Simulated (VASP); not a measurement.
Crystal: Ta3N.

```
CELL_PARAMETERS angstrom
3.03222 0.00000 0.00000
-1.51611 2.62598 0.00000
0.00000 0.00000 7.52414
ATOMIC_POSITIONS crystal
Ta 0.66667 0.33333 0.82607
Ta 0.33333 0.66667 0.17393
Ta 0.00000 0.00000 0.50000
N 0.00000 0.00000 0.00000
```

The cell comes from a database or a generator and needn't be the stable form of this composition.

| Quantity | Value |
| --- | --- |
| Program | VASP 6.6.1 |
| Task | relaxation of cell and atoms |
| Functional | BLYP |
| Dispersion | D3 |
| Potentials or basis | VASP PAW PBE potentials, release 64 (Ta_pv, N) |
| Cutoff | 600 eV |
| k mesh | 7 × 7 × 3 |
| Occupations | fermi-dirac, width 0.05 eV |
| Spin | no spin polarisation |

At the start: pressure -4.6 GPa; volume 14.98 Å³/atom.

Where does the relaxation end?

Over 12 steps the energy falls by 12.5 meV/atom and the volume is 14.64 Å³/atom (-2.3 %); space group P-3m1 (No. 164, to 0.05 Å).

Step by step:
```
step  energy change (eV)  largest force (eV/Å)  pressure (GPa)  volume (Å³)
   1              0.0000                0.1792           -4.64        59.91
   2              0.0647                0.5818           12.34        56.23
   3             -0.0202                0.2979            0.41        58.68
   4             -0.0331                0.2063            0.37        58.60
   5             -0.0427                0.3766            0.28        58.34
   6             -0.0480                0.0327            0.29        58.47
   7             -0.0487                0.1116            0.28        58.44
   8             -0.0492                0.0149           -0.65        58.67
   9             -0.0500                0.0559           -0.24        58.57
  10             -0.0498                0.0370            0.68        58.38
  11             -0.0501                0.0225            0.09        58.50
  12             -0.0502                0.0060           -0.02        58.54
```

Final structure:
```
Ta N
1.0
     2.97060    0.00000    0.00000
    -1.48530    2.57261    0.00000
     0.00000    0.00000    7.66013
Ta N
3 1
Direct
  0.66667 0.33333 0.82110
  0.33333 0.66667 0.17890
  0.00000 0.00000 0.50000
  0.00000 0.00000 0.00000
```

Caveat: the PAW data sets were made with another functional, which shifts forces and pressure a little; pairwise dispersion overbinds metals, which lowers pressure and volume.
